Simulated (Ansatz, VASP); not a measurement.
# ZnO (zincite): VASP beside Ansatz

Aim: how closely do two programs agree when they are given the same cell, functional and k mesh? The cell is taken from a series of runs on this material, whose earlier steps may have relaxed, scaled, displaced or heated it; both programs get it as it stands.

Main program and level: Ansatz 0.2.0; plane waves, with VASP 6.6.1 beside it; single point at r2SCAN.

**1. The structure**

Symmetry: P6_3mc, No. 186, hexagonal system. Conventional cell: a = 3.300 Å, b = 3.300 Å, c = 5.100 Å, α = 90.00°, β = 90.00°, γ = 120.00°. Zn has 4 O at 1.99 Å nearest. O has 4 Zn at 1.99 Å nearest. Farther neighbours and most contacts between anions are not listed.

**2. VASP: single point, r2SCAN**

With cell and atoms fixed, the geometry can't cause a difference; cores, projectors, grids and the points listed under the comparison can.

Lines of VASP's logs that name or quote its potential files are left out, and so is its time.

Input file INCAR:

```
SYSTEM = ZnO
PREC = Accurate
ENCUT = 580
EDIFF = 1E-06
NELM = 120
ISMEAR = 0
SIGMA = 0.01
LREAL = .FALSE.
ALGO = Normal
METAGGA = R2SCAN
LASPH = .TRUE.
NBANDS = 24
LORBIT = 11
LWAVE = .FALSE.
LCHARG = .FALSE.
ISIF = 2
GGA_COMPAT = .FALSE.
EFERMI = MIDGAP
LMIXTAU = .TRUE.
KPAR = 2
```

Input file POSCAR:

```
ZnO
1.0
    3.2999134487      0.0000000000      0.0000000000
   -1.6499567243      2.8578088769      0.0000000000
    0.0000000000      0.0000000000      5.1003662092
Zn O
2 2
Direct
    0.3333333334      0.6666666668      0.4942548404
    0.6666666668      0.3333333334      0.9942548404
    0.6666666668      0.3333333334      0.3847551596
    0.3333333334      0.6666666668      0.8847551596
```

Input file KPOINTS:

```
Automatic mesh
0
Gamma
9 9 4
0 0 0
```

PAW data sets: Zn and O (PBE family, release 64).

On the command line:

```sh
mpirun -np 2 vasp_std
```

Numbers of over 12 decimals in the logs are rounded to 6 here.

The log of the run:

```text
[banner, memory and clock lines left out]
running    2 mpi-ranks, on    1 nodes
 distrk:  each k-point on    1 cores,    2 groups
 distr:  one band on    1 cores,    1 groups

 POSCAR found type information on POSCAR ZnO
 POSCAR found :  2 types and       4 ions
|                                                                             |
|               ----> ADVICE to this user running VASP <----                  |
|                                                                             |
|     You enforced a specific xc type in the INCAR file but a different       |
|     [... a line on the potential file left out ...]
|     I HOPE YOU KNOW WHAT YOU ARE DOING!                                     |
|                                                                             |

 LDA part: xc-table for (None), standard interpolation
 POSCAR, INCAR and KPOINTS ok, starting setup
 FFT: planning ... GRIDC
 FFT: planning ... GRID_SOFT
 FFT: planning ... GRID
 WAVECAR not read
 entering main loop
       N       E                     dE             d eps       ncg     rms          rms(c)
DAV:   1     0.280267086848E+03    0.28027E+03   -0.20243E+04  1736   0.240E+03
DAV:   2    -0.163583975758E+02   -0.29663E+03   -0.28197E+03  1912   0.458E+02
DAV:   3    -0.461106828904E+02   -0.29752E+02   -0.29536E+02  1904   0.150E+02
DAV:   4    -0.465804082540E+02   -0.46973E+00   -0.46948E+00  2048   0.199E+01
DAV:   5    -0.465829976331E+02   -0.25894E-02   -0.25893E-02  2000   0.140E+00    0.140E+01
DAV:   6    -0.377586213866E+02    0.88244E+01   -0.56565E+00  2456   0.682E+01    0.971E+00
DAV:   7    -0.357206859391E+02    0.20379E+01   -0.35735E+00  1728   0.164E+01    0.502E+00
DAV:   8    -0.390359042560E+02   -0.33152E+01   -0.80768E-01  2040   0.219E+01    0.122E+00
DAV:   9    -0.355408830793E+02    0.34950E+01   -0.86832E-01  2032   0.197E+01    0.123E+00
DAV:  10    -0.362693473865E+02   -0.72846E+00   -0.39916E-01  1728   0.668E+00    0.258E-01
DAV:  11    -0.362716293227E+02   -0.22819E-02   -0.19112E-02  2056   0.134E+00    0.495E-01
DAV:  12    -0.362797407305E+02   -0.81114E-02   -0.61567E-04  2088   0.766E-01    0.356E-01
DAV:  13    -0.362980586478E+02   -0.18318E-01   -0.95647E-03  1944   0.335E+00    0.131E+00
DAV:  14    -0.363119739580E+02   -0.13915E-01   -0.19182E-02  2024   0.274E+00    0.279E+00
[...]
DAV:  23    -0.363001879737E+02   -0.12992E-04   -0.30159E-05  2056   0.125E-01    0.341E-02
DAV:  24    -0.363001988763E+02   -0.10903E-04   -0.10996E-05  2296   0.796E-02    0.102E-02
DAV:  25    -0.363002021665E+02   -0.32902E-05   -0.33262E-06  1472   0.249E-02    0.733E-03
DAV:  26    -0.363002091564E+02   -0.69899E-05   -0.12308E-06  1152   0.114E-02    0.600E-03
DAV:  27    -0.363002112608E+02   -0.21044E-05   -0.53389E-07   864   0.820E-03    0.325E-03
DAV:  28    -0.363002126755E+02   -0.14147E-05   -0.37873E-07   864   0.785E-03    0.417E-03
DAV:  29    -0.363002105069E+02    0.21686E-05   -0.32495E-07   864   0.165E-02    0.552E-04
DAV:  30    -0.363002106966E+02   -0.18974E-06   -0.63311E-08   864   0.317E-03
   1 F= -.36300211E+02 E0= -.36300211E+02  d E =0.000000E+00
```

From OUTCAR (step 2):

```text
ion  position               nearest neighbor table
   1  0.333  0.667  0.494-   3 1.99   3 1.99   3 1.99   4 1.99
   2  0.667  0.333  0.994-   4 1.99   4 1.99   4 1.99   3 1.99
   3  0.667  0.333  0.385-   1 1.99   1 1.99   1 1.99   2 1.99
   4  0.333  0.667  0.885-   2 1.99   2 1.99   2 1.99   1 1.99

  LATTYP: Found a hexagonal cell.
 ALAT       =     3.2999134487
 C/A-ratio  =     1.5456060556

 Subroutine GETGRP returns: Found 12 space group operations
 (whereof  6 operations were pure point group operations)

The static configuration has the point symmetry C_3v.
 The point group associated with its full space group is C_6v.

 Found     36 irreducible k-points:

   k-points           NKPTS =     36   k-points in BZ     NKDIM =     36   number of bands    NBANDS=     24

   dimension x,y,z NGX =    28 NGY =   28 NGZ =   40
   dimension x,y,z NGXF=    56 NGYF=   56 NGZF=   80

   ENCUT  =  580.0 eV  42.63 Ry    6.53 a.u.   6.48  6.48 10.02*2*pi/ulx,y,z

   NELECT =      36.0000    total number of electrons

 k-points in reciprocal lattice and weights: Automatic mesh
   0.00000000  0.00000000  0.00000000       0.003
   0.11111111 -0.00000000  0.00000000       0.019
   0.22222222 -0.00000000  0.00000000       0.019
   0.33333333 -0.00000000  0.00000000       0.019
   0.44444444 -0.00000000  0.00000000       0.019
   0.11111111  0.11111111  0.00000000       0.019
   0.22222222  0.11111111  0.00000000       0.037
   0.33333333  0.11111111  0.00000000       0.037
   0.44444444  0.11111111  0.00000000       0.019
[...]
0.33333333  0.22222222  0.50000000       0.037
   0.33333333  0.33333333  0.50000000       0.006

 average (electrostatic) potential at core
       1 -41.4186       2 -41.4186       3 -76.9246       4 -76.9246

 E-fermi :   1.3481

 k-point     1 :       0.0000    0.0000    0.0000
  band No.  band energies     occupation
    ...
     14      -0.0811      2.00000
     15      -0.0811      2.00000
     16       0.6344      2.00000
     17       0.7238      2.00000
     18       0.7238      2.00000
     19       1.9724      0.00000
     20       6.3769      0.00000
     21       9.8562      0.00000
     22      13.9912      0.00000
     23      13.9912      0.00000
    ...

 k-point     2 :       0.1111   -0.0000    0.0000
  band No.  band energies     occupation
    ...
     14      -0.5054      2.00000
     15      -0.2536      2.00000
     16       0.0870      2.00000
     17       0.5536      2.00000
     18       0.6291      2.00000
     19       2.7776      0.00000
     20       6.8763      0.00000
     21       9.8226      0.00000
     22      12.7931      0.00000
     23      14.1617      0.00000
    ...

 k-point     3 :       0.2222   -0.0000    0.0000
  band No.  band energies     occupation
    ...
     14      -1.4679      2.00000
     15      -0.7709      2.00000
     16      -0.6885      2.00000
     17       0.3143      2.00000
     18       0.3758      2.00000
     19       4.0977      0.00000
     20       7.9666      0.00000
     21       9.6908      0.00000
     22      11.1341      0.00000
     23      13.3183      0.00000
    ...

  Total       -1.0167777     -1.0167777      0.2350409     -0.0000000      0.0000000      0.0000000
  in kB      -33.8687763    -33.8687763      7.8291925     -0.0000000      0.0000000      0.0000000
  external PRESSURE =     -19.9694534 kB  Pullay stress =       0.0000000 kB

  energy-cutoff  :      580.00
  volume of cell :       48.10
      direct lattice vectors                 reciprocal lattice vectors
     3.299913449  0.000000000  0.000000000     0.303038251  0.174959216  0.000000000
    -1.649956724  2.857808877  0.000000000     0.000000000  0.349918432  0.000000000
     0.000000000  0.000000000  5.100366209     0.000000000  0.000000000  0.196064353

 POSITION                                       TOTAL-FORCE (eV/Angst)
 -----------------------------------------------------------------------------------
      0.00000      1.90521      2.52088         0.000000      0.000000     -0.013226
      1.64996      0.95260      5.07106        -0.000000     -0.000000     -0.013226
      1.64996      0.95260      1.96239        -0.000000     -0.000000      0.013226
      0.00000      1.90521      4.51258        -0.000000      0.000000      0.013226
 -----------------------------------------------------------------------------------
    total drift:                                0.000000     -0.000000     -0.025502

  FREE ENERGIE OF THE ION-ELECTRON SYSTEM (eV)
  ---------------------------------------------------
  free  energy   TOTEN  =       -36.3002106966 eV

  energy  without entropy=      -36.3002106966  energy(sigma->0) =      -36.30021070

 total charge
# of ion       s       p       d       tot
------------------------------------------
    1        0.431   0.467   9.917  10.815
    2        0.431   0.467   9.917  10.815
    3        1.550   3.479   0.000   5.030
    4        1.550   3.479   0.000   5.030
--------------------------------------------------
tot          3.962   7.893  19.834  31.689

[... 3 further parts left out ...]
```

The run ends at a pressure of -2.00 GPa, with forces up to 0.013 eV/Å.

**3. Ansatz: single point, r2SCAN**

Ansatz runs on its PAW soft_1 files.

The same cell, functional, mesh and smearing now go to Ansatz.

Input file input.yaml:

```yaml
crystal:
  lattice:
    - [3.2999134487, 0.0, 0.0]
    - [-1.6499567243, 2.8578088769, 0.0]
    - [0.0, 0.0, 5.1003662092]
  atoms:
    - { symbol: Zn, position: [0.3333333333, 0.6666666667, 0.4942548404] }
    - { symbol: Zn, position: [0.6666666667, 0.3333333333, -0.0057451596] }
    - { symbol: O, position: [0.6666666667, 0.3333333333, 0.3847551596] }
    - { symbol: O, position: [0.3333333333, 0.6666666667, 0.8847551596] }
kpoints:
  mp_grid: { grid: [9, 9, 4] }
hamiltonian:
  xc: r2scan
  pseudopotentials: { kind: paw, azcp: { folder: soft_1 } }
scf:
  occupations: { method: gaussian, width: 0.01 }
  n_extra_bands: 10
output:
  eigenvalues: true
  eigenstates:
    kpoints:
      - [0.0, 0.0, 0.0]
      - [0.00420158, -0.00210079, 0.0]
      - [0.0, 0.003638675, 0.0]
      - [0.0, 0.0, 0.006493988]
      - [0.002970966, 0.001087449, 0.0]
      - [0.002970966, -0.004058415, 0.0]
      - [0.002970966, -0.001485483, 0.004591943]
      - [0.002970966, -0.001485483, -0.004591943]
      - [0.0, 0.002572932, 0.004591943]
      - [0.0, 0.002572932, -0.004591943]
      - [0.002425784, 0.000887898, 0.003749306]
      - [0.002425784, 0.000887898, -0.003749306]
      - [0.002425784, -0.003313682, 0.003749306]
      - [-0.002425784, 0.003313682, 0.003749306]
      - [-0.00420158, 0.00210079, 0.0]
      - [0.0, -0.003638675, 0.0]
      - [0.0, 0.0, -0.006493988]
      - [-0.002970966, -0.001087449, 0.0]
      - [-0.002970966, 0.004058415, 0.0]
      - [-0.002970966, 0.001485483, -0.004591943]
      - [-0.002970966, 0.001485483, 0.004591943]
      - [0.0, -0.002572932, -0.004591943]
      - [0.0, -0.002572932, 0.004591943]
      - [-0.002425784, -0.000887898, -0.003749306]
      - [-0.002425784, -0.000887898, 0.003749306]
      - [-0.002425784, 0.003313682, -0.003749306]
      - [0.002425784, -0.003313682, -0.003749306]
      - [0.015755926, -0.007877963, 0.0]
      - [0.0, 0.013645032, 0.0]
      - [0.0, 0.0, 0.024352455]
      - [0.011141122, 0.004077934, 0.0]
      - [0.011141122, -0.015219056, 0.0]
      - [0.011141122, -0.005570561, 0.017219786]
      - [0.011141122, -0.005570561, -0.017219786]
      - [0.0, 0.009648495, 0.017219786]
      - [0.0, 0.009648495, -0.017219786]
      - [0.009096688, 0.003329619, 0.014059896]
      - [0.009096688, 0.003329619, -0.014059896]
      - [0.009096688, -0.012426307, 0.014059896]
      - [-0.009096688, 0.012426307, 0.014059896]
      - [-0.015755926, 0.007877963, 0.0]
      - [0.0, -0.013645032, 0.0]
      - [0.0, 0.0, -0.024352455]
      - [-0.011141122, -0.004077934, 0.0]
      - [-0.011141122, 0.015219056, 0.0]
      - [-0.011141122, 0.005570561, -0.017219786]
      - [-0.011141122, 0.005570561, 0.017219786]
      - [0.0, -0.009648495, -0.017219786]
      - [0.0, -0.009648495, 0.017219786]
      - [-0.009096688, -0.003329619, -0.014059896]
      - [-0.009096688, -0.003329619, 0.014059896]
      - [-0.009096688, 0.012426307, -0.014059896]
      - [0.009096688, -0.012426307, -0.014059896]
      - [0.0, 0.0, 0.0]
      - [0.00420158, -0.00210079, 0.0]
      - [0.0, 0.003638675, 0.0]
      - [0.0, 0.0, 0.006493988]
      - [0.002970966, 0.001087449, 0.0]
      - [0.002970966, -0.004058415, 0.0]
      - [0.002970966, -0.001485483, 0.004591943]
      - [0.002970966, -0.001485483, -0.004591943]
      - [0.0, 0.002572932, 0.004591943]
      - [0.0, 0.002572932, -0.004591943]
      - [0.002425784, 0.000887898, 0.003749306]
      - [0.002425784, 0.000887898, -0.003749306]
      - [0.002425784, -0.003313682, 0.003749306]
      - [-0.002425784, 0.003313682, 0.003749306]
      - [-0.00420158, 0.00210079, 0.0]
      - [0.0, -0.003638675, 0.0]
      - [0.0, 0.0, -0.006493988]
      - [-0.002970966, -0.001087449, 0.0]
      - [-0.002970966, 0.004058415, 0.0]
      - [-0.002970966, 0.001485483, -0.004591943]
      - [-0.002970966, 0.001485483, 0.004591943]
      - [0.0, -0.002572932, -0.004591943]
      - [0.0, -0.002572932, 0.004591943]
      - [-0.002425784, -0.000887898, -0.003749306]
      - [-0.002425784, -0.000887898, 0.003749306]
      - [-0.002425784, 0.003313682, -0.003749306]
      - [0.002425784, -0.003313682, -0.003749306]
      - [0.015755926, -0.007877963, 0.0]
      - [0.0, 0.013645032, 0.0]
      - [0.0, 0.0, 0.024352455]
      - [0.011141122, 0.004077934, 0.0]
      - [0.011141122, -0.015219056, 0.0]
      - [0.011141122, -0.005570561, 0.017219786]
      - [0.011141122, -0.005570561, -0.017219786]
      - [0.0, 0.009648495, 0.017219786]
      - [0.0, 0.009648495, -0.017219786]
      - [0.009096688, 0.003329619, 0.014059896]
      - [0.009096688, 0.003329619, -0.014059896]
      - [0.009096688, -0.012426307, 0.014059896]
      - [-0.009096688, 0.012426307, 0.014059896]
      - [-0.015755926, 0.007877963, 0.0]
      - [0.0, -0.013645032, 0.0]
      - [0.0, 0.0, -0.024352455]
      - [-0.011141122, -0.004077934, 0.0]
      - [-0.011141122, 0.015219056, 0.0]
      - [-0.011141122, 0.005570561, -0.017219786]
      - [-0.011141122, 0.005570561, 0.017219786]
      - [0.0, -0.009648495, -0.017219786]
      - [0.0, -0.009648495, 0.017219786]
      - [-0.009096688, -0.003329619, -0.014059896]
      - [-0.009096688, -0.003329619, 0.014059896]
      - [-0.009096688, 0.012426307, -0.014059896]
      - [0.009096688, -0.012426307, -0.014059896]
basis:
  ecutwfc: 600.0
checkpoint:
  read: start.run
  write: ck
  compress: false
  write_wavefunctions: false
  write_every: 100000
```

On the command line:

```sh
ansatz run input.yaml --threads 4 --pin off --max-ram 9216MiB --backend cpu --events-out ev --progress --plain --runs-dir out
```

The log of the run:

```text
scf.n_extra_bands = 10 over 18 filled bands (N_el = 36.0): the run solves 28 bands
Engine: ansatz 0.2.0, x86_64-unknown-linux-gnu
Pseudopotentials: kind: paw
Pseudopotential: Zn, paw, valence charge 12, recommended cutoff 500 eV (meta_gga), soft_1/Zn.paw.azcp
Pseudopotential: O, paw, valence charge 6, recommended cutoff 500 eV (meta_gga), soft_1/O.paw.azcp
Functional definition: r2SCAN
  parameter k0 = 0.174
  parameter k1 = 0.065
  parameter a1 = 4.9479
  exchange = r2scan_x(k0 = k0, k1 = k1, a1 = a1)
  correlation = r2scan_c
Crystal: 4 atoms, lattice volume = 48.099 Å³
Basis set: ecut = 600 eV, 1641 PW (Γ), exchange–correlation on 108×108×180 points (64 copies of the dense FFT grid, shifted against one another)
Bands: 28, of which v1, the nominal top of the filled ones, is band 18 counted from 1 (17 counted from 0)
Symmetry: 12 space group operations
Space group: P63mc (ITA 186), of the structure as read, at distance tolerance 3.6e-5 Å
k-points: 36 of 324 (time reversal used)
Non-local potential: Zn, projectors of the file, l = 0: 2, l = 1: 2, l = 2: 3, l = 3: 1
Non-local potential: O, projectors of the file, l = 0: 2, l = 1: 2, l = 2: 1
PAW form: soft (Blöchl's): semilocal exchange-correlation on the pseudo side does not see the compensation charge
PAW frozen core: Zn, regenerated for the run's functional (the file was generated under x = pbe(κ = 0.804, μ = 0.219515), c = pbe(β = 0.066725))
PAW frozen core: O, regenerated for the run's functional (the file was generated under x = pbe(κ = 0.804, μ = 0.219515), c = pbe(β = 0.066725))
PAW one-centre angular grid: Zn, 590 points (default); XC on 160 Gauss nodes
PAW one-centre angular grid: O, 302 points (default); XC on 160 Gauss nodes
Initial density: read from a saved state, or passed on in memory by an earlier SCF of this step, an earlier step, the calling program or the single point that the run made first
Initial wavefunctions: pseudopotential atomic-orbital guess
Functional: x = r2scan, c = r2scan; τ floored in thin density (d = 2e-4 eV/Å³)
iter 1 solved again at ethr=1.03e-6 eV; its pass at ethr=3.10e-3 eV (dr2=3.71e-4 eV) is discarded
SCF iter   1: F=—  HF=-7789.849133 eV  |F-HF|=—  |Δ(HF+E_count)|=         —  Δρ=3.48e-6  dr2=3.44e-9  dr2_τ=3.89e-10  ethr=1.03e-6  ⟨swp⟩=3.1  Hψ=7991  notcnv=0
eigensolver tolerance schedule: the retry pair's looser diagonalisation over-reported the residual by 107929.41 of it (diagonalisation noise at an unbounded share of the residual, at the tolerance the schedule requests for it); recorded, not acted on — ethr = c·dr2/N_el stays at c = 1.0e-1
preconditioner: auto → Resta (q_TF=auto, 2.600 Å⁻¹)  ε∞=4.4  [insulator: Δε(μ)=1.249 eV  Ē_g=17.507 eV  σ=0.010 eV  W_gap=1.00  n_scr=22 (ndim 8)  ℏωp=32.1 eV  f_vac=0.046  D(μ)=0.00/eV (n_scr^D=0)  ε∞_Penn≈4.4]
SCF iter   2: F=—  HF=-7789.849135 eV  |F-HF|=—  |Δ(HF+E_count)|=   1.53e-6  Δρ=3.35e-6  dr2=3.47e-9  dr2_τ=6.89e-10  ethr=9.55e-12  ⟨swp⟩=5.2  Hψ=3962  notcnv=0
SCF iter   3: F=-7789.849135 eV  HF=-7789.849135 eV  |F-HF|=5.59e-10  |Δ(HF+E_count)|=  6.72e-10  Δρ=1.59e-6  dr2=7.59e-10  dr2_τ=8.07e-11  ethr=9.55e-12  ⟨swp⟩=1.0  Hψ=2178  notcnv=0
SCF 1 converged in 3 iterations: F = -7789.849135 eV  dr2 = 7.59e-10
  greatest PAW one-centre occupation: 0.987 electrons in one spin orbital (limit 2), on the Zn atom at site 1 (counted from 0), in its partial waves of l = 2
NSCF: frozen V_eff on 106 k-points
SCF converged after 3 iterations
Free energy (F): -7789.849135 eV
Harris-Foulkes:  -7789.849135 eV  (|F-HF|=5.59e-10)
Internal energy: -7789.849135 eV  (E = F + TS)
E sigma→0 (E₀):  -7789.849135 eV
Fermi energy:    7.243322 eV
--- Per-component energies (eV) ---
  E_band       = 40.439203
  E_kinetic    = 628.682823
  E_local      = -4474.896512  (includes V_loc(G=0)·N_el)
  E_nonlocal   = 1767.969880
  E_hartree    = 1687.960732
  E_xc         = -279.838159
  E_vxc        = -304.168291  (∫ρ·V_xc dr)
  E_paw        = -4167.305387  (= ΣΔE_a)
  E_vpaw       = -971.001988  (= ΣTr[D̂ρ^β])
  E_aug_tail   = 0.000404  (compensation charges beyond the density's cutoff)
  E_vtau       = 17.931230  (kinetic-family band-sum trace: ∫τ·v_τ [+ j·A + Jᵃ·Aᵃ] dr)
  E_ewald      = -2951.993800
  E_core_change = -0.429116  (= ΣΔE_core)
  E_smearing   = -0.000000  (= −TS)
  E_closure    = -0.000000  (closes the sum)
  Σ components = -7789.849135   (vs F -7789.849135, Δ=0.00e0)
--- Band table (eV; the first three rows and the last of 36) ---
  k-point 0: bands = [... 14 lower, 5.8162, 6.5251, 6.6186, 6.6186, 7.8680, 12.2853, 15.7491, 19.9264, ... 6 higher]
  k-point 1: bands = [... 14 lower, 5.9376, 5.9376, 6.5057, 6.5057, 8.9751, 11.8343, 16.1705, 19.9316, ... 6 higher]
  k-point 2: bands = [... 14 lower, 6.2259, 6.2259, 6.2259, 6.2259, 10.5857, 10.5857, 17.6425, 17.6425, ... 6 higher]
  k-point 35: bands = [... 14 lower, 3.8754, 3.8754, 5.5574, 5.5574, 15.2114, 15.2114, 15.4077, 15.4077, ... 6 higher]
```

**4. Differences**

Known differences besides the potentials themselves: VASP keeps PBE cores, Ansatz makes them for the functional; the cutoff is 600 eV in Ansatz and 580 eV in VASP. Total energies have different zeros and are not compared.

Compared:

| quantity | Ansatz | VASP | difference |
| --- | --- | --- | --- |
| gap on the k mesh (eV) | 1.249 | 1.249 | +0.001 |

A gap on the mesh is an upper bound, since the band edges may lie between its points.

**5. Results**

```
difference in gap on the k mesh (single point, r2SCAN) : 8.7e-4 eV
```

In words: The difference in gap on the k mesh is 8.7e-4 eV (single point, r2SCAN), within the 0.08 eV picked in this series as the mark of a large difference. 7 further runs of this series are not shown here. How closely two codes agree says nothing of how well the functional describes the real material.

[Lines on the potential files, build, host, timing and source positions are cut from VASP's logs without a mark.]

[Logs are printed without paths, hosts, clocks, repeated set-up lines and the standing remarks that a program may print on its own settings, such as how far it seeks lower states.]

[Hosts, paths, dates, database ids (printed as entryN), source tags and the programs' standing remarks are cut or masked in the printed files.]
